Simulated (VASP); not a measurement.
Consider the following.

```yaml
crystal:
  lattice:
    - [0.00000, 1.98967, 1.98967]
    - [1.98967, 0.00000, 1.98967]
    - [1.98967, 1.98967, 0.00000]
  atoms:
    - { symbol: Li, position: [0.00000, 0.00000, 0.00000] }
    - { symbol: F, position: [0.50000, 0.50000, 0.50000] }
```

Calculation: r2SCAN meta-GGA, VASP's PBE PAW potentials (set 64) (plane waves; VASP). Run with 600 eV cut-off, 10×10×10 Γ-centred mesh, Gaussian smearing of 0.050 eV, potentials Li_sv F.

Each row applies one change to this cell, which was relaxed at other settings and keeps the small stress of the first row; at a fixed cut-off the stress holds a Pulay part, so it need not integrate to ΔE exactly. Stress is in GPa, positive when the cell is compressed; gaps are those on the k-mesh, and 0.00 means metallic.

| change | ΔE (meV/atom) | σxx | σyy | σzz | largest shear component, with its sign (GPa) | gap (eV) |
|---|---|---|---|---|---|---|
| none | 0.0 | -0.33 | -0.33 | -0.33 | 0.00 | 10.63 |
| biaxial strain of -3.0 % in the xz plane | 11.5 | 6.96 | 2.85 | 6.96 | 0.00 | 11.20 |
| uniaxial strain of +4.0 % along y | (withheld) | (withheld) | (withheld) | (withheld) | (withheld) | (withheld) |
| isotropic strain of -1.0 % | (withheld) | (withheld) | (withheld) | (withheld) | (withheld) | (withheld) |
| shear strain γ_xy = -0.5 % | 0.1 | -0.33 | -0.33 | -0.33 | 0.41 | 10.61 |
| uniaxial strain of +1.0 % along x | 0.2 | -1.92 | -0.86 | -0.86 | 0.00 | 10.52 |
| isotropic strain of +1.0 % | 1.3 | -2.82 | -2.82 | -2.82 | 0.00 | 10.34 |

Task: What belongs in the gaps?

Result: 
- uniaxial strain of +4.0 % along y, ΔE (meV/atom): 4.3
- uniaxial strain of +4.0 % along y, σxx: -2.14
- uniaxial strain of +4.0 % along y, σyy: -5.01
- uniaxial strain of +4.0 % along y, σzz: -2.14
- uniaxial strain of +4.0 % along y, largest shear component, with its sign (GPa): 0.00
- uniaxial strain of +4.0 % along y, gap (eV): 10.18
- isotropic strain of -1.0 %, ΔE (meV/atom): 2.7
- isotropic strain of -1.0 %, σxx: 2.32
- isotropic strain of -1.0 %, σyy: 2.32
- isotropic strain of -1.0 %, σzz: 2.32
- isotropic strain of -1.0 %, largest shear component, with its sign (GPa): 0.00
- isotropic strain of -1.0 %, gap (eV): 10.94

Failed runs are left out, and for metals the shear rows, which the mesh's noise covers.

The compound is LiF in the rock salt structure.
